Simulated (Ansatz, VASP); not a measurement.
## GaGe3: VASP beside Ansatz

The input INCAR:

```
SYSTEM = GaGe3
PREC = Accurate ; ENCUT = 520
EDIFF = 1E-6 ; ISMEAR = -1
SIGMA = 0.05 ; LREAL = .FALSE.
LASPH = .TRUE. ; NELM = 100
ALGO = Normal ; ISIF = 2
LWAVE = .FALSE. ; LCHARG = .FALSE.
GGA = PS ; NBANDS = 36
```

KPOINTS

```
Automatic mesh
0
G
  7 7 7
  0 0 0
```

File POSCAR:

```
GaGe3
1.0
    0.0000000000      3.3871670000      3.3871670000
    3.3871670000      0.0000000000      3.3871670000
    3.3871670000      3.3871670000      0.0000000000
Ge Ga
3 1
Direct
    0.5000000000      0.5000000000      0.5000000000
    0.7500000000      0.7500000000      0.7500000000
    0.2500000000      0.2500000000      0.2500000000
    0.0000000000      0.0000000000      0.0000000000
```

input.yaml

```yaml
crystal:
  lattice:
    - [0.0, 3.387167, 3.387167]
    - [3.387167, 0.0, 3.387167]
    - [3.387167, 3.387167, 0.0]
  atoms:
    - { symbol: Ge, position: [0.5, 0.5, 0.5] }
    - { symbol: Ge, position: [0.75, 0.75, 0.75] }
    - { symbol: Ge, position: [0.25, 0.25, 0.25] }
    - { symbol: Ga, position: [0.0, 0.0, 0.0] }
hamiltonian:
  xc: pbesol
  pseudopotentials: { kind: paw }
kpoints:
  mp_grid: { grid: [7, 7, 7] }
  band_path:
    path:
      - [[0.0, 0.0, 0.0], [0.5, 0.0, 0.5], [0.5, 0.25, 0.75], [0.375, 0.375, 0.75], [0.0, 0.0, 0.0], [0.5, 0.5, 0.5], [0.625, 0.25, 0.625], [0.5, 0.25, 0.75], [0.5, 0.5, 0.5], [0.375, 0.375, 0.75]]
      - [[0.625, 0.25, 0.625], [0.5, 0.0, 0.5]]
    npoints: 14
scf:
  occupations: { method: fermi_dirac, width: 0.05 }
  n_extra_bands: 10
output:
  forces: true
  stress: true
  eigenvalues: true
  fatbands: true
  write_density: true
  write_potential: true
  elf: true
  volumetric_format: npy
```

The cell comes from a database or a generator and needn't be the stable form of this composition.

Alike in both runs: functional PBEsol; k mesh 7 × 7 × 7; occupations fermi-dirac, width 0.05 eV; no spin polarisation.

|  | VASP | Ansatz |
| --- | --- | --- |
| version | VASP 6.6.1 | Ansatz 0.2.0 |
| potentials or method | VASP PAW PBE potentials, release 64 (Ge_d, Ga_d) | Ansatz PAW |
| plane-wave cutoff (eV) | 520 | 420 |
| valence electrons in the cell | 55 | 55 |
| task | single point | band structure |

```csv
,VASP,Ansatz,Ansatz less VASP
gap on the k mesh at the Fermi level (eV),none,none,-
pressure (GPa),-3.9,-3.9,-0.05
```

A gap of «none» marks a metal or a gap that the smearing closes. The functional is the same, so the differences come from potentials, cutoffs and numerics.

Caveats: the PAW data sets were made with another functional, which shifts forces and pressure a little (VASP); the PAW data sets come from PBE, with cores solved anew for the run's functional, which leaves a small shift of forces and pressure (Ansatz).
